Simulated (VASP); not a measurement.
# NbSiN3 (P2_1) in VASP: single point with PBEsol

Aim: the single point of NbSiN3 with PBEsol.

All numbers are computed with VASP 6.6.1; they aren't measurements. Logs are shortened: lines on timing, memory, paths and dates and some standing lists are left out, and cuts for length are marked.

## 1. The structure

The structure is monoclinic, space group P2_1 (No. 4). The conventional cell has a = 5.745 Å, b = 5.158 Å, c = 5.864 Å, α = 90.00°, β = 117.80°, γ = 90.00°. Nb (site symmetry 1) is surrounded by 4 N at 1.81 to 2.02 Å. Around Si (site symmetry 1) lie 4 N at 1.70 to 1.77 Å. N (site symmetry 1) has 1 Si at 1.70 Å and 1 Nb at 1.81 Å as nearest neighbours. Around N (site symmetry 1) lie 1 Si at 1.77 Å and 2 Nb at 1.98 to 2.02 Å. N (site symmetry 1) is surrounded by 2 Si at 1.76 Å and 1 Nb at 2.01 Å.

The cell was built by a generator and needn't be a form met in nature.

## 2. Single point, PBEsol

Contents of INCAR:

```
  ALGO = Normal
  EDIFF = 1E-6
  ENCUT = 520
  GGA = PS
  ISIF = 2
  ISMEAR = 0
  KPAR = 4
  LASPH = True
  LCHARG = False
  LREAL = False
  LWAVE = False
  NELM = 80
  PREC = Accurate
  SIGMA = 0.03
```

Contents of KPOINTS:

```
k-points
0
Gamma
  6 6 6
```

Contents of POSCAR:

```
NbSiN3
1.0
    5.7446080000      0.0000000000      0.0000000000
    0.0000000000      5.1577800000      0.0000000000
   -2.7349780000      0.0000000000      5.1875140000
Nb Si N
2 2 6
Direct
    0.5163240000      0.7839360000      0.1856180000
    0.4836760000      0.2839360000      0.8143820000
    0.1604840000      0.7836070000      0.5211440000
    0.8395160000      0.2836070000      0.4788560000
    0.2857660000      0.7385740000      0.3122660000
    0.3848690000      0.6502430000      0.8219790000
    0.8625470000      0.6135930000      0.4156360000
    0.7142340000      0.2385740000      0.6877340000
    0.1374530000      0.1135930000      0.5843640000
    0.6151310000      0.1502430000      0.1780210000
```

Potentials or basis: VASP PAW PBE potentials, release 64 (Nb_sv, Si, N).

Run with:

```sh
cat potpaw_PBE.64/Nb_sv/POTCAR potpaw_PBE.64/Si/POTCAR potpaw_PBE.64/N/POTCAR > POTCAR
mpirun -np 4 vasp_std > vasp.out
```

OUTCAR:

```text
EDIFF = 1E-6
   ENCUT = 520
   GGA = PS
   ISIF = 2
   ISMEAR = 0
   LASPH = True
   LREAL = False
   NELM = 80
   PREC = Accurate

 ion  position               nearest neighbor table
   1  0.516  0.784  0.186-   5 1.81  10 1.98   7 2.01   6 2.02
   2  0.484  0.284  0.814-   8 1.81   6 1.98   9 2.01  10 2.02
   3  0.160  0.784  0.521-   5 1.70   7 1.76   9 1.76   6 1.77   4 3.11   4 3.11
   4  0.840  0.284  0.479-   8 1.70   9 1.76   7 1.76  10 1.77   3 3.11   3 3.11
   5  0.286  0.739  0.312-   3 1.70   1 1.81
   6  0.385  0.650  0.822-   3 1.77   2 1.98   1 2.02
   7  0.863  0.614  0.416-   3 1.76   4 1.76   1 2.01
   8  0.714  0.239  0.688-   4 1.70   2 1.81
   9  0.137  0.114  0.584-   4 1.76   3 1.76   2 2.01
  10  0.615  0.150  0.178-   4 1.77   1 1.98   2 2.02

  LATTYP: Found a simple monoclinic cell.
 ALAT       =     5.7446080000
 B/A-ratio  =     0.8978471638
 C/A-ratio  =     1.0208413515
 COS(beta)  =    -0.4663749170

  Lattice vectors:

 A1 = (   5.7446080000,   0.0000000000,   0.0000000000)
 A2 = (   0.0000000000,   5.1577800000,   0.0000000000)
 A3 = (  -2.7349780000,   0.0000000000,   5.1875140000)

Analysis of symmetry for initial positions (statically):
=====================================================================
 Subroutine PRICEL returns:
 Original cell was already a primitive cell.

 Routine SETGRP: Setting up the symmetry group for a
 simple monoclinic supercell.

 Subroutine GETGRP returns: Found  2 space group operations
 (whereof  1 operations were pure point group operations)
 out of a pool of  4 trial point group operations.

The static configuration has the point symmetry C_1 .
 The point group associated with its full space group is C_2 .

Analysis of symmetry for dynamics (positions and initial velocities):
=====================================================================
 Subroutine PRICEL returns:
 Original cell was already a primitive cell.

 Routine SETGRP: Setting up the symmetry group for a
 simple monoclinic supercell.

 Subroutine GETGRP returns: Found  2 space group operations
 (whereof  1 operations were pure point group operations)
 out of a pool of  4 trial point group operations.

The dynamic configuration has the point symmetry C_1 .
 The point group associated with its full space group is C_2 .

 Subroutine INISYM returns: Found  2 space group operations
[... 119 lines left out ...]
   ISIF   =      2    stress and relaxation
   ISYM   =      2    0-nonsym 1-usesym 2-fastsym
   POTIM  = 0.5000    time-step for ionic-motion
   TEBEG  =    0.0;   TEEND  =   0.0 temperature during run
   PSTRESS=    0.0 pullay stress
   NELECT =      64.0000    total number of electrons
   NUPDOWN=      -1.0000    fix difference up-down
   EMIN   =  10.00;   EMAX   =-10.00  energy-range for DOS
   EFERMI =   0.00;   METHOD = LEGACY
   ISMEAR =     0;   SIGMA  =   0.03  broadening in eV -4-tet -1-fermi 0-gaus
   EFERMI_NEDOS =   21; number of points for ismear=-14 and -15
   IALGO  =     38    algorithm
   IMIX   =      4    mixing-type and parameters
     AMIX     =   0.40;   BMIX     =  1.00
     AMIX_MAG =   1.60;   BMIX_MAG =  1.00
  volume/ion in A,a.u.               =      15.37       103.72
  Fermi-wavevector in a.u.,A,eV,Ry     =   1.222477  2.310146 20.333223  1.494450
  Thomas-Fermi vector in A             =   2.357622
   LORBIT       =      0    0 simple, 1 ext, 2 COOP (PROOUT), +10 PAW based schemes
   GGA     = PS    functional components
   LHFCALC =     F    Hartree Fock is set to
   AEXX    =    0.0000 exact exchange contribution
   IVDW    =     0    specifies the selected vdW correction
   LEPSILON=     F    determine dielectric tensor
   LRPA    =     F    only Hartree local field effects (RPA)
 non-spin polarized calculation
 Gauss-broadening in eV      SIGMA  =   0.03
  energy-cutoff  :      520.00
  volume of cell :      153.70
 maximum number of plane-waves:      4166
 NGX is ok and might be reduce to    48
   NGX = 21   NGY = 19   NGZ = 21

 number of electron      64.0000001 magnetization

 Free energy of the ion-electron system (eV)
  ---------------------------------------------------
  ext. energy  EPLUGINS =         0.00000000
  ---------------------------------------------------
  free energy    TOTEN  =       -93.36012226 eV

  energy without entropy =      -93.36012226  energy(sigma->0) =      -93.36012226

 E-fermi :   3.6721     XC(G=0):  -9.5250

 val. band max:        3.4825105322   @ k =   0.0000   0.0000   0.0000
 cond. band min:       5.1917087529   @ k =   0.0000   0.0000   0.0000
 fundamental gap:      1.7091982208
 Fermi energy:         3.6720506430

 k-point     1 :       0.0000    0.0000    0.0000
  band No.  band energies     occupation
      1     -51.1810      2.00000
      2     -51.1593      2.00000
      3     -27.5634      2.00000
      4     -27.4800      2.00000
      5     -27.4118      2.00000
      6     -27.3823      2.00000
[... 973 lines left out ...]
     37       7.7163      0.00000
     38       7.9291      0.00000

 [... further k-points ...]

------------------------ aborting loop because EDIFF is reached ----------------------------------------

  FORCE on cell =-STRESS in cart. coord.  units (eV):
  Direction    XX          YY          ZZ          XY          YZ          ZX
  --------------------------------------------------------------------------------------
  -------------------------------------------------------------------------------------
  Total       -2.6967544     -3.0026376     -2.7720544      0.0000000      0.0000000     -0.0164472
  in kB      -28.1105594    -31.2990387    -28.8954748      0.0000000      0.0000000     -0.1714428
  external PRESSURE =     -29.4350243 kB  Pullay stress =       0.0000000 kB

 VOLUME and BASIS-vectors are now :
 -----------------------------------------------------------------------------
  energy-cutoff  :      520.00
  volume of cell :      153.70
      direct lattice vectors                 reciprocal lattice vectors
     5.744608000  0.000000000  0.000000000     0.174076282  0.000000000  0.091777063
     0.000000000  5.157780000  0.000000000     0.000000000  0.193881864  0.000000000
    -2.734978000  0.000000000  5.187514000     0.000000000  0.000000000  0.192770564

 POSITION                                       TOTAL-FORCE (eV/Angst)
 -----------------------------------------------------------------------------------
      2.45842      4.04337      0.96290         0.071178     -0.005847     -0.008322
      0.55121      1.46448      4.22462        -0.071178     -0.005847      0.008322
     -0.50340      4.04167      2.70344         0.004483      0.003602      0.018131
      3.51303      1.46278      2.48407        -0.004483      0.003602     -0.018131
      0.78757      3.80940      1.61988         0.164648      0.034142      0.006504
     -0.03717      3.35381      4.26403         0.011035     -0.091484      0.109009
      3.81824      3.16478      2.15612        -0.092510      0.059588     -0.090787
      2.22206      1.23051      3.56763        -0.164648      0.034142     -0.006504
     -0.80861      0.58589      3.03140         0.092510      0.059588      0.090787
      3.04680      0.77492      0.92349        -0.011035     -0.091484     -0.109009
 -----------------------------------------------------------------------------------
    total drift:                                0.000000     -0.000820     -0.000001

  FREE ENERGIE OF THE ION-ELECTRON SYSTEM (eV)
  ---------------------------------------------------
  free  energy   TOTEN  =       -93.3601222620 eV

  energy  without entropy=      -93.3601222620  energy(sigma->0) =      -93.36012226
```

OSZICAR:

```text
N       E                     dE             d eps       ncg     rms          rms(c)
DAV:   1     0.593460691177E+03    0.59346E+03   -0.33539E+04  6184   0.160E+03
DAV:   2    -0.532100428049E+02   -0.64667E+03   -0.62552E+03  8764   0.530E+02
DAV:   3    -0.108553168739E+03   -0.55343E+02   -0.54986E+02  8928   0.143E+02
DAV:   4    -0.112814908015E+03   -0.42617E+01   -0.42557E+01 10440   0.376E+01
DAV:   5    -0.112984003172E+03   -0.16910E+00   -0.16904E+00  9428   0.544E+00    0.300E+01
DAV:   6    -0.940772198594E+02    0.18907E+02   -0.12968E+02  8400   0.568E+01    0.125E+01
DAV:   7    -0.934355583413E+02    0.64166E+00   -0.14890E+01  8472   0.255E+01    0.767E+00
DAV:   8    -0.933461890225E+02    0.89369E-01   -0.11759E+00  9184   0.778E+00    0.319E+00
DAV:   9    -0.933637463147E+02   -0.17557E-01   -0.30591E-01  9816   0.342E+00    0.111E+00
DAV:  10    -0.933597849513E+02    0.39614E-02   -0.11700E-01  7976   0.187E+00    0.531E-01
DAV:  11    -0.933597408141E+02    0.44137E-04   -0.13008E-02  7208   0.853E-01    0.294E-01
DAV:  12    -0.933598537024E+02   -0.11289E-03   -0.93106E-03  8632   0.513E-01    0.644E-02
DAV:  13    -0.933599997777E+02   -0.14608E-03   -0.74055E-04  8288   0.192E-01    0.415E-02
DAV:  14    -0.933601068391E+02   -0.10706E-03   -0.17701E-04  8320   0.676E-02    0.233E-02
DAV:  15    -0.933601172023E+02   -0.10363E-04   -0.41303E-05  7784   0.447E-02    0.784E-03
DAV:  16    -0.933601222602E+02   -0.50579E-05   -0.33988E-05  7312   0.270E-02    0.701E-03
DAV:  17    -0.933601222620E+02   -0.17690E-08   -0.31401E-06  5752   0.132E-02
   1 F= -.93360122E+02 E0= -.93360122E+02  d E =-.740854E-21
```

Wall time 74 s (4 MPI ranks of Intel Xeon 6975P-C (Granite Rapids), shared host); peak memory 0.55 GiB.

Results:

```yaml
Free_energy: -93.3601 eV
Pressure: -2.9 GPa
Largest_force: 0.168 eV/Å
Band_gap_on_the_k_mesh: 1.71 eV, direct
```

Forces in eV/Å, atoms in the order of the input:
```
Nb   0.071 -0.006 -0.008
Nb  -0.071 -0.006  0.008
Si   0.004  0.004  0.018
Si  -0.004  0.004 -0.018
N    0.165  0.034  0.007
N    0.011 -0.091  0.109
N   -0.093  0.060 -0.091
N   -0.165  0.034 -0.007
N    0.093  0.060  0.091
N   -0.011 -0.091 -0.109
```

Caveat: the PAW data sets were made with another functional, which shifts forces and pressure a little. A k mesh can miss the band edges.
